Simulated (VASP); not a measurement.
All values below come from PBE GGA, VASP's PBE PAW potentials (set 64) (plane waves; VASP).

VASP input:

**POSCAR**
```
WC
1.0
  1.4624212897  -2.5329880520   0.0000000000
  1.4624212897   2.5329880520   0.0000000000
  0.0000000000   0.0000000000   2.8483751412
W C
1 1
Cart
  0.0000000000   0.0000000000   0.0000000000
  1.4624212897   0.8443310393   1.4241875706
```

### KPOINTS
```
Automatic mesh
0
Gamma
14 14 12
0 0 0
```

**INCAR**
```
SYSTEM=WC
PREC=Accurate; ENCUT=600; LREAL=F
LASPH=T
EDIFF=1E-7; NELM=100; ALGO=Normal
LMAXMIX=6
ISMEAR=1; SIGMA=0.1
GGA=PE
IBRION=2; NSW=40; ISIF=3
EDIFFG=-0.01; PSTRESS=300
LWAVE=F; LCHARG=F
```

POTCAR, in this order: W_sv C (PBE.64 set). Program: vasp_std.

What VASP printed:

**OSZICAR**
```
       N       E                     dE             d eps       ncg     rms          rms(c)
DAV:   1     0.120352498911E+03    0.12035E+03   -0.10652E+04  4376   0.169E+03
DAV:   2    -0.211365736184E+02   -0.14149E+03   -0.13789E+03  4968   0.409E+02
DAV:   3    -0.254876911254E+02   -0.43511E+01   -0.43164E+01  5307   0.647E+01
DAV:   4    -0.255329062551E+02   -0.45215E-01   -0.45181E-01  4876   0.697E+00
DAV:   5    -0.255332811317E+02   -0.37488E-03   -0.37487E-03  5139   0.657E-01    0.315E+01
DAV:   6    -0.225479272209E+02    0.29854E+01   -0.97176E+00  4958   0.318E+01    0.820E+00
DAV:   7    -0.224778412157E+02    0.70086E-01   -0.44114E-01  4623   0.590E+00    0.592E+00
DAV:   8    -0.224514725306E+02    0.26369E-01   -0.76714E-02  4823   0.264E+00    0.846E-01
DAV:   9    -0.224502630652E+02    0.12095E-02   -0.42367E-03  4713   0.513E-01    0.146E-01
DAV:  10    -0.224502069210E+02    0.56144E-04   -0.28656E-04  5093   0.228E-01    0.780E-02
DAV:  11    -0.224502051938E+02    0.17273E-05   -0.22991E-05  4788   0.450E-02    0.111E-02
DAV:  12    -0.224502038999E+02    0.12938E-05   -0.55666E-06  4808   0.235E-02    0.340E-03
DAV:  13    -0.224502039458E+02   -0.45934E-07   -0.11141E-07  3114   0.371E-03
   1 F= -.18498872E+02 E0= -.18498879E+02  d E =-.184989E+02
       N       E                     dE             d eps       ncg     rms          rms(c)
DAV:   1    -0.303649114541E+02   -0.79147E+01   -0.26101E+02  4508   0.227E+02    0.674E+01
DAV:   2    -0.216762893838E+02    0.86886E+01   -0.15986E+01  4538   0.660E+01    0.177E+01
DAV:   3    -0.197464767982E+02    0.19298E+01   -0.36835E+00  4828   0.276E+01    0.790E+00
DAV:   4    -0.196269036298E+02    0.11957E+00   -0.38039E-01  4873   0.636E+00    0.370E+00
DAV:   5    -0.196113346276E+02    0.15569E-01   -0.17645E-01  4878   0.621E+00    0.247E+00
DAV:   6    -0.196041958797E+02    0.71387E-02   -0.25583E-02  4788   0.232E+00    0.110E-01
DAV:   7    -0.196042806670E+02   -0.84787E-04   -0.82307E-04  4908   0.320E-01    0.830E-02
DAV:   8    -0.196042585656E+02    0.22101E-04   -0.43992E-05  4613   0.724E-02    0.120E-02
DAV:   9    -0.196042581500E+02    0.41563E-06   -0.22724E-06  4758   0.184E-02    0.428E-03
DAV:  10    -0.196042580388E+02    0.11116E-06   -0.63230E-08  2704   0.385E-03    0.568E-04
DAV:  11    -0.196042580399E+02   -0.11323E-08   -0.11237E-08  2239   0.146E-03
   2 F= -.16675794E+02 E0= -.16675750E+02  d E =0.182308E+01
       N       E                     dE             d eps       ncg     rms          rms(c)
DAV:   1    -0.302561666038E+02   -0.10652E+02   -0.20585E+02  4548   0.243E+02    0.402E+01
DAV:   2    -0.234971447340E+02    0.67590E+01   -0.25588E+01  4611   0.565E+01    0.123E+01
DAV:   3    -0.224998020162E+02    0.99734E+00   -0.25403E+00  4566   0.134E+01    0.541E+00
DAV:   4    -0.223453025505E+02    0.15450E+00   -0.69812E-01  4798   0.888E+00    0.181E+00
DAV:   5    -0.223496558668E+02   -0.43533E-02   -0.22730E-02  4708   0.163E+00    0.111E+00
DAV:   6    -0.223518454573E+02   -0.21896E-02   -0.12681E-02  5143   0.102E+00    0.108E-01
DAV:   7    -0.223518116198E+02    0.33838E-04   -0.30606E-04  4858   0.201E-01    0.306E-02
DAV:   8    -0.223518083376E+02    0.32822E-05   -0.11630E-05  4688   0.405E-02    0.758E-03
DAV:   9    -0.223518084173E+02   -0.79648E-07   -0.86860E-07  5133   0.890E-03
   3 F= -.18632866E+02 E0= -.18632827E+02  d E =-.133994E+00
       N       E                     dE             d eps       ncg     rms          rms(c)
DAV:   1    -0.223377546777E+02    0.14054E-01   -0.87634E-02  4463   0.445E+00    0.947E-01
DAV:   2    -0.223347643954E+02    0.29903E-02   -0.69814E-03  4498   0.111E+00    0.194E-01
DAV:   3    -0.223343078465E+02    0.45655E-03   -0.82131E-04  4728   0.277E-01    0.570E-02
DAV:   4    -0.223342430491E+02    0.64797E-04   -0.18678E-04  4868   0.159E-01    0.729E-02
DAV:   5    -0.223342480782E+02   -0.50291E-05   -0.15376E-05  4921   0.458E-02    0.463E-03
DAV:   6    -0.223342476770E+02    0.40118E-06   -0.20346E-06  4933   0.116E-02    0.670E-04
DAV:   7    -0.223342475136E+02    0.16344E-06   -0.72637E-08  2359   0.299E-03    0.714E-04
DAV:   8    -0.223342475083E+02    0.52473E-08   -0.77124E-09  2184   0.121E-03
   4 F= -.18634154E+02 E0= -.18634109E+02  d E =-.135281E+00
       N       E                     dE             d eps       ncg     rms          rms(c)
DAV:   1    -0.223290247847E+02    0.52227E-02   -0.78072E-03  4463   0.133E+00    0.283E-01
DAV:   2    -0.223287577960E+02    0.26699E-03   -0.62331E-04  4498   0.331E-01    0.581E-02
DAV:   3    -0.223287181500E+02    0.39646E-04   -0.73133E-05  4728   0.825E-02    0.169E-02
DAV:   4    -0.223287131833E+02    0.49666E-05   -0.16576E-05  4868   0.473E-02    0.217E-02
DAV:   5    -0.223287144477E+02   -0.12643E-05   -0.13701E-06  4921   0.137E-02    0.137E-03
DAV:   6    -0.223287144408E+02    0.68385E-08   -0.17180E-07  3725   0.346E-03
   5 F= -.18634227E+02 E0= -.18634180E+02  d E =-.135355E+00
       N       E                     dE             d eps       ncg     rms          rms(c)
DAV:   1    -0.223388683574E+02   -0.10154E-01   -0.49455E-01  4393   0.853E+00    0.590E-01
DAV:   2    -0.223284102432E+02    0.10458E-01   -0.20460E-02  4638   0.144E+00    0.319E-01
DAV:   3    -0.223246964826E+02    0.37138E-02   -0.87073E-03  4698   0.878E-01    0.125E-01
DAV:   4    -0.223246984220E+02   -0.19394E-05   -0.23442E-04  4643   0.161E-01    0.693E-02
DAV:   5    -0.223246932191E+02    0.52029E-05   -0.19802E-05  4903   0.481E-02    0.751E-03
DAV:   6    -0.223246926103E+02    0.60877E-06   -0.28983E-06  5048   0.172E-02    0.284E-03
DAV:   7    -0.223246925717E+02    0.38593E-07   -0.13045E-07  3001   0.404E-03
   6 F= -.18634070E+02 E0= -.18634051E+02  d E =0.156800E-03
       N       E                     dE             d eps       ncg     rms          rms(c)
DAV:   1    -0.223318244454E+02   -0.71318E-02   -0.13283E-01  4393   0.443E+00    0.306E-01
DAV:   2    -0.223290402804E+02    0.27842E-02   -0.54832E-03  4638   0.746E-01    0.165E-01
DAV:   3    -0.223280532067E+02    0.98707E-03   -0.23081E-03  4698   0.453E-01    0.681E-02
DAV:   4    -0.223280517740E+02    0.14327E-05   -0.64026E-05  4663   0.849E-02    0.376E-02
DAV:   5    -0.223280493372E+02    0.24368E-05   -0.60431E-06  4928   0.270E-02    0.413E-03
DAV:   6    -0.223280490798E+02    0.25741E-06   -0.84165E-07  4958   0.961E-03    0.145E-03
DAV:   7    -0.223280490905E+02   -0.10644E-07   -0.25215E-08  2209   0.190E-03
   7 F= -.18635378E+02 E0= -.18635347E+02  d E =-.115137E-02
```

File OUTCAR:
```
------------------------ aborting loop because EDIFF is reached ----------------------------------------
  FORCE on cell =-STRESS in cart. coord.  units (eV):
  Direction    XX          YY          ZZ          XY          YZ          ZX
  --------------------------------------------------------------------------------------
  Total        3.6947366      3.6947369      3.6996794      0.0000000      0.0000000      0.0000000
  in kB      300.1678311    300.1678504    300.5693949      0.0000000      0.0000000      0.0000000
  external PRESSURE =       0.3016921 kB  Pullay stress =     300.0000000 kB
  volume of cell :       19.72
      direct lattice vectors                 reciprocal lattice vectors
     1.426734421 -2.471176585  0.000000000     0.350450646 -0.202332769  0.000000000
     1.426734421  2.471176585 -0.000000000     0.350450646  0.202332769  0.000000000
    -0.000000000  0.000000000  2.796745884    -0.000000000  0.000000000  0.357558406
 POSITION                                       TOTAL-FORCE (eV/Angst)
 -----------------------------------------------------------------------------------
      0.00000     -0.00000      0.00000        -0.000000      0.000000      0.000000
      1.42673      0.82373      1.39837         0.000000     -0.000000     -0.000000
 -----------------------------------------------------------------------------------
    total drift:                               -0.000000     -0.000376      0.000000
  FREE ENERGIE OF THE ION-ELECTRON SYSTEM (eV)
  ---------------------------------------------------
  free  energy   TOTEN  =       -22.3280490905 eV

  energy  without entropy=      -22.3279558390  energy(sigma->0) =      -22.32801801
  enthalpy is  TOTEN    =       -18.6353782685 eV   P V=        3.6926708220

 reached required accuracy - stopping structural energy minimisation
```
(Selected blocks of OUTCAR.)

### CONTCAR
```
WC
   1.00000000000000
     1.4267344208236348   -2.4711765851899266    0.0000000000000000
     1.4267344208236348    2.4711765851899266   -0.0000000000000000
    -0.0000000000000000    0.0000000000000000    2.7967458835170600
  W               C
     1     1
Direct
     0.0000000000000000    0.0000000000000000    0.0000000000000000
     0.3333330000000032    0.6666669999999968    0.5000000000000000
```

Energy and stress use the plane-wave basis of the starting cell.

The compound is WC in the wc structure. This run relaxes it under an external pressure of 30 GPa. Symmetry was kept, so distortions that lower it aren't found.
